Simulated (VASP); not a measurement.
# BAs (F-43m) in VASP: single point with r2SCAN

Aim: the single point of BAs with r2SCAN.

Program: VASP 6.6.1. These are calculated values, not measurements. Logs are shortened: lines on timing, memory, paths and dates and some standing lists are left out, and cuts for length are marked.

## (1) The structure

The structure is cubic, space group F-43m (No. 216). The conventional cell has a = 4.822 Å, b = 4.822 Å, c = 4.822 Å, α = 90.00°, β = 90.00°, γ = 90.00°. B (site symmetry -43m) has 4 As at 2.09 Å as nearest neighbours. Around As (site symmetry -43m) lie 4 B at 2.09 Å.

## (2) Single point, r2SCAN, non-collinear spin, zero start, spin-orbit coupling

Contents of POSCAR:

```
BAs
1.0
    0.0000000000      2.4112093400      2.4112093400
    2.4112093400      0.0000000000      2.4112093400
    2.4112093400      2.4112093400      0.0000000000
B As
1 1
Direct
    0.0000000000      0.0000000000      0.0000000000
    0.2500000000      0.2500000000      0.2500000000
```

Contents of INCAR.step1:

```
SYSTEM = BAs
ALGO     = Normal         ! electronic algorithm
EDIFF    = 1E-4           ! SCF threshold, eV
ENCUT    = 520            ! plane-wave cutoff, eV
GGA      = PE             ! functional
GGA_COMPAT= .False.      
ISMEAR   = -1             ! smearing method
LASPH    = .True.         ! aspherical terms in the spheres
LCHARG   = .False.        ! write CHGCAR
LREAL    = .False.        ! projectors in reciprocal space
LSORBIT  = .True.         ! spin-orbit coupling
LWAVE    = .True.         ! write WAVECAR
MAGMOM   = 0 0 0 0 0 0    ! initial moments
NBANDS   = 20             ! bands
NELM     = 150            ! most SCF steps
PREC     = Accurate       ! precision mode
SIGMA    = 0.1            ! smearing width, eV
```

Contents of INCAR.step2:

```
SYSTEM = BAs
ALGO     = Normal         ! electronic algorithm
EDIFF    = 1E-7           ! SCF threshold, eV
ENCUT    = 520            ! plane-wave cutoff, eV
GGA_COMPAT= .False.      
ISIF     = 2              ! what is computed and relaxed
ISMEAR   = -1             ! smearing method
ISTART   = 1            
LASPH    = .True.         ! aspherical terms in the spheres
LCHARG   = .True.         ! write CHGCAR
LMIXTAU  = .True.       
LORBIT   = 11             ! projections on sites
LORBMOM  = .True.       
LREAL    = .False.        ! projectors in reciprocal space
LSORBIT  = .True.         ! spin-orbit coupling
LVHAR    = .True.       
LWAVE    = .False.        ! write WAVECAR
MAGMOM   = 0 0 0 0 0 0    ! initial moments
METAGGA  = R2SCAN         ! meta-GGA
NBANDS   = 20             ! bands
NELM     = 150            ! most SCF steps
PREC     = Accurate       ! precision mode
SIGMA    = 0.1            ! smearing width, eV
```

Contents of KPOINTS:

```
k-points
0
Gamma
  6 6 6
  0 0 0
```

Potentials or basis: VASP PAW PBE potentials, release 64 (B, As).

On the command line:

```sh
$ cat potpaw_PBE.64/B/POTCAR potpaw_PBE.64/As/POTCAR > POTCAR
$ cp INCAR.step1 INCAR
$ mpirun -np 1 vasp_ncl > vasp.out
$ cp INCAR.step2 INCAR
$ mpirun -np 1 vasp_ncl > vasp.out
```

OUTCAR:

```text
SYSTEM = BAs
   EDIFF = 1E-7
   ENCUT = 520
   ISIF = 2
   ISMEAR = -1
   ISTART = 1
   LASPH = .True.
   LORBIT = 11
   LREAL = .False.
   LSORBIT = .True.
   METAGGA = R2SCAN
   NELM = 150
   PREC = Accurate

 ion  position               nearest neighbor table
   1  0.000  0.000  0.000-   2 2.09   2 2.09   2 2.09   2 2.09
   2  0.250  0.250  0.250-   1 2.09   1 2.09   1 2.09   1 2.09

  LATTYP: Found a face centered cubic cell.
 ALAT       =     4.8224186800

  Lattice vectors:

 A1 = (   0.0000000000,   2.4112093400,   2.4112093400)
 A2 = (   2.4112093400,   0.0000000000,   2.4112093400)
 A3 = (   2.4112093400,   2.4112093400,   0.0000000000)

Analysis of symmetry for initial positions (statically):
=====================================================================
 Subroutine PRICEL returns:
 Original cell was already a primitive cell.

 Routine SETGRP: Setting up the symmetry group for a
 face centered cubic supercell.

 Subroutine GETGRP returns: Found 24 space group operations
 (whereof 24 operations were pure point group operations)
 out of a pool of 48 trial point group operations.

The static configuration has the point symmetry T_d .

Analysis of symmetry for dynamics (positions and initial velocities):
=====================================================================
 Subroutine PRICEL returns:
 Original cell was already a primitive cell.

 Routine SETGRP: Setting up the symmetry group for a
 face centered cubic supercell.

 Subroutine GETGRP returns: Found 24 space group operations
 (whereof 24 operations were pure point group operations)
 out of a pool of 48 trial point group operations.

The dynamic configuration has the point symmetry T_d .

Analysis of structural, dynamic, and magnetic symmetry:
=====================================================================
 Subroutine PRICEL returns:
 Original cell was already a primitive cell.

 Routine SETGRP: Setting up the symmetry group for a
 face centered cubic supercell.

 Subroutine GETGRP returns: Found 24 space group operations
 (whereof 24 operations were pure point group operations)
 out of a pool of 48 trial point group operations.

The overall configuration has the point symmetry T_d .

 Subroutine INISYM returns: Found 24 space group operations
 (whereof 24 operations are pure point group operations),
 and found     1 'primitive' translations

----------------------------------------------------------------------------------------

                                     Primitive cell

  volume of cell :      28.0372

  direct lattice vectors                    reciprocal lattice vectors
[... 674 lines left out ...]

  FREE ENERGIE OF THE ION-ELECTRON SYSTEM (eV)
  ---------------------------------------------------
  free  energy   TOTEN  =       -22.2422868512 eV

  energy  without entropy=      -22.2422379058  energy(sigma->0) =      -22.24226238

 orbital moment (x)

 # of ion     p       d       tot
 ----------------------------------------
  1         0.000   0.000   0.000
  2        -0.000   0.000  -0.000
 ----------------------------------------
           -0.000   0.000  -0.000

 orbital moment (y)

 # of ion     p       d       tot
 ----------------------------------------
  1         0.000   0.000   0.000
  2         0.000   0.000   0.000
 ----------------------------------------
            0.000   0.000   0.000

 orbital moment (z)

 # of ion     p       d       tot
 ----------------------------------------
  1         0.000   0.000   0.000
  2        -0.000  -0.000  -0.000
 ----------------------------------------
            0.000  -0.000   0.000

 Spin-Orbit-Coupling matrix elements

 Ion:    1  E_soc:     -0.0000075
 l=   1
     0.0000000    -0.0000013    -0.0000013
    -0.0000013     0.0000000    -0.0000013
    -0.0000013    -0.0000013     0.0000000
 l=   2
     0.0000000     0.0000000     0.0000000     0.0000000     0.0000000
     0.0000000     0.0000000     0.0000000     0.0000000     0.0000000
     0.0000000     0.0000000     0.0000000     0.0000000     0.0000000
     0.0000000     0.0000000     0.0000000     0.0000000     0.0000000
     0.0000000     0.0000000     0.0000000     0.0000000     0.0000000
 l=   3
     0.0000000     0.0000000     0.0000000     0.0000000     0.0000000     0.0000000     0.0000000
     0.0000000     0.0000000     0.0000000     0.0000000     0.0000000     0.0000000     0.0000000
     0.0000000     0.0000000     0.0000000     0.0000000     0.0000000     0.0000000     0.0000000
     0.0000000     0.0000000     0.0000000     0.0000000     0.0000000     0.0000000     0.0000000
     0.0000000     0.0000000     0.0000000     0.0000000     0.0000000     0.0000000     0.0000000
     0.0000000     0.0000000     0.0000000     0.0000000     0.0000000     0.0000000     0.0000000
     0.0000000     0.0000000     0.0000000     0.0000000     0.0000000     0.0000000     0.0000000

 Ion:    2  E_soc:     -0.0205445
 l=   1
     0.0000000    -0.0033984    -0.0033984
    -0.0033984     0.0000000    -0.0033984
    -0.0033984    -0.0033984     0.0000000
 l=   2
     0.0000000    -0.0000133     0.0000000    -0.0000133    -0.0000124
    -0.0000133     0.0000000    -0.0000093    -0.0000133    -0.0000031
     0.0000000    -0.0000093     0.0000000    -0.0000093     0.0000000
    -0.0000133    -0.0000133    -0.0000093     0.0000000    -0.0000031
    -0.0000124    -0.0000031     0.0000000    -0.0000031     0.0000000
 l=   3
     0.0000000     0.0000000     0.0000000     0.0000000     0.0000000     0.0000000     0.0000000
     0.0000000     0.0000000     0.0000000     0.0000000     0.0000000     0.0000000     0.0000000
     0.0000000     0.0000000     0.0000000     0.0000000     0.0000000     0.0000000     0.0000000
     0.0000000     0.0000000     0.0000000     0.0000000     0.0000000     0.0000000     0.0000000
     0.0000000     0.0000000     0.0000000     0.0000000     0.0000000     0.0000000     0.0000000
     0.0000000     0.0000000     0.0000000     0.0000000     0.0000000     0.0000000     0.0000000
     0.0000000     0.0000000     0.0000000     0.0000000     0.0000000     0.0000000     0.0000000

 total charge

# of ion       s       p       d       tot
------------------------------------------
    1        0.663   1.137   0.000   1.800
    2        1.171   1.677   0.087   2.934
--------------------------------------------------
tot          1.833   2.814   0.087   4.734

 magnetization (x)

# of ion       s       p       d       tot
------------------------------------------
    1        0.000  -0.000   0.000   0.000
    2       -0.000   0.000  -0.000   0.000
--------------------------------------------------
tot          0.000   0.000  -0.000   0.000

 magnetization (y)

# of ion       s       p       d       tot
------------------------------------------
    1       -0.000   0.000   0.000  -0.000
    2        0.000  -0.000  -0.000  -0.000
--------------------------------------------------
tot         -0.000  -0.000  -0.000  -0.000

 magnetization (z)

# of ion       s       p       d       tot
------------------------------------------
    1        0.000  -0.000   0.000   0.000
    2        0.000   0.000   0.000   0.000
--------------------------------------------------
tot          0.000  -0.000   0.000   0.000
```

OUTCAR.step1:

```text
SYSTEM = BAs
   EDIFF = 1E-4
   ENCUT = 520
   GGA = PE
   ISMEAR = -1
   LASPH = .True.
   LREAL = .False.
   LSORBIT = .True.
[... 781 lines left out ...]
 l=   3
     0.0000000     0.0000000     0.0000000     0.0000000     0.0000000     0.0000000     0.0000000
     0.0000000     0.0000000     0.0000000     0.0000000     0.0000000     0.0000000     0.0000000
     0.0000000     0.0000000     0.0000000     0.0000000     0.0000000     0.0000000     0.0000000
     0.0000000     0.0000000     0.0000000     0.0000000     0.0000000     0.0000000     0.0000000
     0.0000000     0.0000000     0.0000000     0.0000000     0.0000000     0.0000000     0.0000000
     0.0000000     0.0000000     0.0000000     0.0000000     0.0000000     0.0000000     0.0000000
     0.0000000     0.0000000     0.0000000     0.0000000     0.0000000     0.0000000     0.0000000

=======================================================================
```

OSZICAR.step1:

```text
N       E                     dE             d eps       ncg     rms          rms(c)
DAV:   1     0.180820781976E+02    0.18082E+02   -0.32931E+03   880   0.709E+02
DAV:   2    -0.106395195190E+02   -0.28722E+02   -0.26325E+02  1228   0.132E+02
DAV:   3    -0.119883776519E+02   -0.13489E+01   -0.13306E+01  1060   0.242E+01
DAV:   4    -0.119951207099E+02   -0.67431E-02   -0.67400E-02  1080   0.186E+00
DAV:   5    -0.119951364656E+02   -0.15756E-04   -0.15756E-04  1008   0.996E-02    0.474E+00
DAV:   6    -0.114625222272E+02    0.53261E+00   -0.36638E-01   968   0.540E+00    0.230E+00
DAV:   7    -0.114119736153E+02    0.50549E-01   -0.13314E-01  1112   0.256E+00    0.968E-01
DAV:   8    -0.114054493087E+02    0.65243E-02   -0.15778E-02   996   0.942E-01    0.114E-01
DAV:   9    -0.114053968671E+02    0.52442E-04   -0.89649E-04  1020   0.258E-01
   1 F= -.11405397E+02 E0= -.11405338E+02  d E =-.118003E-03  mag=    -0.0000     0.0000     0.0000
```

Run time: 2.8 min. Hardware: 1 thread of Intel Xeon 6975P-C (Granite Rapids), shared host; peak memory 0.28 GiB.

Results:

- Free energy: -22.2423 eV
- Pressure: -3.0 GPa
- Net moment: 0.00 μB per cell
- Valence electrons inside the program's atomic spheres: B 1.80; As 2.93

Moments on the atoms (μB; x, y, z):
```
B   0.00 0.00 0.00
As  0.00 0.00 0.00
```

Caveat: the k mesh is coarse (spacing up to 0.38 Å⁻¹), so the values aren't converged; the PAW data sets were made with another functional, which shifts forces and pressure a little.
